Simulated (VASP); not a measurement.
# Sn2Pt: convergence with the smearing and SCF solver, part 4 of 4

Aim: find what the smearing and SCF solver change for Sn2Pt, and what they cost. The atoms are off their equilibrium sites, so that forces can be compared too. The series runs use PBEsol. The atoms of the start are displaced at random from the sites of a Fm-3m cell.

VASP 6.6.1; PBEsol; plane waves and PAW (Sn_d, Pt).

Still holding for the runs below: The k-mesh is coarse for a metal.

So far. Step 18 (SCF solver: ALGO = Damped): Against the first of the series the energy stays within 0.01 meV an atom; the pressure moves by -0.01 GPa, after 22 cycles in 26 s. Step 19 (SCF solver: AMIX = 0.1, BMIX = 0.01): Against the first of the series the energy stays within 0.01 meV an atom; the pressure moves by -0.02 GPa, after 14 cycles in 22 s.

The database entry behind the starting cell differs from later determinations by our own check (0.1 to 0.3 % short, probably kX units), so it need not match the best structure at ambient conditions.

## 20. SCF solver: AMIX = 0.8 (continued)

OUTCAR, selected parts (step 20):

```text
  Total        0.4784911      0.4726097      0.4718945     -0.1965385      0.2611966      0.1915246
  in kB       11.5617882     11.4196776     11.4023957     -4.7489623      6.3112991      4.6278131
  external PRESSURE =      11.4612872 kB  Pullay stress =       0.0000000 kB

 POSITION                                       TOTAL-FORCE (eV/Angst)
 -----------------------------------------------------------------------------------
      1.57372      1.59362      1.61198         0.249443      0.230401     -0.238283
      4.82710      4.83575      4.79424        -0.154838     -0.062765      0.061646
      3.21630      3.24066      6.38850        -0.094606     -0.167636      0.176637
 -----------------------------------------------------------------------------------
    total drift:                               -0.000370      0.000347     -0.000521

  FREE ENERGIE OF THE ION-ELECTRON SYSTEM (eV)
  ---------------------------------------------------
  free  energy   TOTEN  =       -16.8358723148 eV

  energy  without entropy=      -16.8199417533  energy(sigma->0) =      -16.82790703

[... 2 parts as in an earlier step ...]

[... 1 further part left out ...]
[key lines of the parts left out:]
E-fermi :   9.4588
```

Against the first of the series the energy stays within 0.01 meV an atom and the pressure within 0.01 GPa, after 13 cycles in 21 s.

## 21. SCF solver: IMIX = 1, AMIX = 0.2

INCAR

```
SYSTEM = Sn2Pt
PREC = Accurate
ENCUT = 400
EDIFF = 1E-06
NELM = 100
ISMEAR = -1
SIGMA = 0.05
LREAL = .FALSE.
ALGO = Normal
GGA = PS
NBANDS = 25
LASPH = .TRUE.
LORBIT = 11
LWAVE = .FALSE.
LCHARG = .FALSE.
KPAR = 4
ISIF = 2
IMIX = 1
AMIX = 0.2
```

POSCAR

```
Sn2Pt
1.0
    0.0000000000      3.2125000000      3.2125000000
    3.2125000000      0.0000000000      3.2125000000
    3.2125000000      3.2125000000      0.0000000000
Sn Pt
2 1
Direct
    0.2539900000      0.2477940000      0.2420800000
    0.7475320000      0.7448380000      0.7577600000
   -0.0018900000     -0.0094730000      0.0106570000
```

KPOINTS

```
Automatic mesh
0
Gamma
5 5 5
0 0 0
```

Potentials, in the order of the species: Sn_d and Pt (PBE family, release 64).

The run is started by

```console
mpirun -np 4 vasp_std
```

What it wrote:

```text
[... set-up lines as in an earlier step ...]
 entering main loop
       N       E                     dE             d eps       ncg     rms          rms(c)
[... 5 cycles as in an earlier step ...]
DAV:   6    -0.170491037620E+02    0.31105E+00   -0.42690E-01  3417   0.440E+00    0.550E+00
DAV:   7    -0.169573553996E+02    0.91748E-01   -0.79118E-02  3449   0.214E+00    0.416E+00
DAV:   8    -0.169088910867E+02    0.48464E-01   -0.15297E-02  3752   0.121E+00    0.327E+00
DAV:   9    -0.168800805340E+02    0.28811E-01   -0.72749E-03  4006   0.855E-01    0.258E+00
[...]
DAV:  24    -0.168358591105E+02    0.71205E-05   -0.41189E-06  2729   0.113E-02    0.905E-02
DAV:  25    -0.168358569408E+02    0.21697E-05   -0.28253E-06  2751   0.936E-03    0.729E-02
DAV:  26    -0.168358573144E+02   -0.37367E-06   -0.19359E-06  2711   0.774E-03
   1 F= -.16835857E+02 E0= -.16827893E+02  d E =-.159296E-01
```

It took 41 s on 4 MPI ranks of AMD EPYC 7R43, shared host; peak memory 0.69 GiB.

OUTCAR, selected parts (step 21):

```text
  Total        0.5790890      0.5732129      0.5724985     -0.1958634      0.2602687      0.1908463
  in kB       13.9925374     13.8505547     13.8332913     -4.7326507      6.2888765      4.6114233
  external PRESSURE =      13.8921278 kB  Pullay stress =       0.0000000 kB

 POSITION                                       TOTAL-FORCE (eV/Angst)
 -----------------------------------------------------------------------------------
      1.57372      1.59362      1.61198         0.249184      0.230172     -0.238054
      4.82710      4.83575      4.79424        -0.154625     -0.062642      0.061527
      3.21630      3.24066      6.38850        -0.094558     -0.167530      0.176527
 -----------------------------------------------------------------------------------
    total drift:                               -0.000554      0.000037     -0.000183

  FREE ENERGIE OF THE ION-ELECTRON SYSTEM (eV)
  ---------------------------------------------------
  free  energy   TOTEN  =       -16.8358573144 eV

  energy  without entropy=      -16.8199277640  energy(sigma->0) =      -16.82789254

[... 2 parts as in an earlier step ...]

[... 1 further part left out ...]
[key lines of the parts left out:]
E-fermi :   9.4564
```

Against the first of the series the energy stays within 0.01 meV an atom; the pressure moves by +0.25 GPa, after 26 cycles in 41 s.

## 22. The SCF solver series as a table

This step: convergence of PBEsol results with the solver; plane waves and PAW (VASP 6.6.1).

Derived from the runs above.

Differences are taken from the run with ALGO = Normal. Results of the series, by row:

```csv
setting,status,energy less the reference (meV/atom),pressure (GPa),largest force difference (meV/Å),SCF cycles,wall time (s)
ALGO = Normal,converged,0,1.143,0,13,18.6
ALGO = Fast,converged,3.47e-4,1.162,0.086,15,25
ALGO = VeryFast,converged,8.67e-5,1.158,0.046,21,31
ALGO = All,converged,2.63e-4,1.152,0.032,16,24
ALGO = Damped,converged,2.93e-4,1.131,0.056,22,26
"AMIX = 0.1, BMIX = 0.01",converged,-4.43e-4,1.122,0.104,14,22
AMIX = 0.8,converged,1.40e-4,1.146,0.167,13,21
"IMIX = 1, AMIX = 0.2",converged,0.00497,1.389,0.092,26,41
```

## 23. Results

```yaml
spread_of_the_pressure_over_the_smearing: 1.05 GPa
spread_of_the_energy_over_the_smearing: 12.7 meV/atom
fewest_scf_cycles: ALGO = Normal; AMIX = 0.8 (13)
most_scf_cycles_among_converged_runs: IMIX = 1, AMIX = 0.2 (26)
spread_of_the_pressure_over_the_scf_solver: 0.267 GPa
spread_of_the_energy_over_the_scf_solver: 0.00541 meV/atom
```

The usual rule keeps the entropy term T·S under 1 meV an atom, which holds up to a width of 0.01 eV for Gaussian and 0.1 eV for second-order Methfessel-Paxton. That rule is made for Methfessel-Paxton; with the other schemes the zero-width estimate is the energy to use. Farthest in energy from the narrowest smearing lies ISMEAR = -5 (-12.6 meV an atom, -0.53 GPa, 10.9 meV/Å in forces). On a fixed mesh a narrow width is not the exact answer for a metal: it samples the Fermi surface more noisily. All SCF solvers that converged agree within 0.05 meV an atom. No setting beats the 19 s of ALGO = Normal by a fifth or more; the slowest converged run is IMIX = 1, AMIX = 0.2, at 41 s. On a shared host such times are rough. Yet the pressure of IMIX = 1, AMIX = 0.2 is +0.25 GPa off: EDIFF tests the energy, which is second order in the error of the density, while the stress is first order.

[Lines on the potential files, build, host, timing and source positions are cut from VASP's logs without a mark.]

[Logs are printed without paths, hosts, clocks, repeated set-up lines and the standing remarks that a program may print on its own settings, such as how far it seeks lower states.]

[Hosts, paths, dates, database ids (printed as entryN), source tags and the programs' standing remarks are cut or masked in the printed files.]

[A measured line is paired with the nearest computed mode of its activity, which favours agreement.]

[In band tables of VASP the shares of atoms and orbitals are scaled to a sum of 1 inside the atoms' spheres.]
